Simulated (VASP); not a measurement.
Input:

```
CELL_PARAMETERS angstrom
      6.28535     0.00000     0.00000
      0.00000     6.28535     0.00000
      0.00000     0.00000     6.28535
ATOMIC_POSITIONS crystal
  Zn 0.00000 0.00000 0.00000
  Zn 0.50000 0.50000 0.00000
  Zn 0.50000 0.00000 0.50000
  Te 0.25970 0.24030 0.24030
  Te 0.74030 0.75970 0.24030
  Te 0.74030 0.24030 0.75970
  Te 0.25970 0.75970 0.75970
  Cd 0.00000 0.50000 0.50000
```

Calculation: PBE GGA, VASP's PBE PAW potentials (set 64) (plane waves; VASP). Settings: 400 eV cut-off, Gaussian smearing of 0.050 eV, potentials Zn Te Cd.

Unless said otherwise, spin-orbit coupling is left out, though it shifts the bands of the heavy elements here.

Give the energies of bands 29 to 42 at the high-symmetry points, in eV from the valence-band maximum.

```tsv
band	Γ	X	M	R
29	-1.97	-2.53	-2.45	-0.99
30	-1.97	-2.45	-2.29	-0.99
31	-1.92	-2.33	-2.23	-0.83
32	-1.92	-2.33	-2.23	-0.83
33	-1.92	-1.25	-1.08	-0.83
34	0.00	-1.25	-0.80	-0.64
35	0.00	-1.00	-0.73	-0.64
36	0.00	-1.00	-0.73	-0.64
37	0.89	2.60	2.93	1.67
38	2.17	2.87	2.93	1.67
39	2.52	3.49	3.23	1.67
40	2.52	3.51	3.35	1.88
41	2.57	4.27	4.99	4.94
42	2.57	4.32	5.39	4.94
```

The gap is direct, 0.89 eV, from the valence maximum at Γ to the conduction minimum at Γ.

The structure was generated: CdZn3Te4 was put into an ordered model structure (P-43m), which need not be its known phase. It was relaxed first.
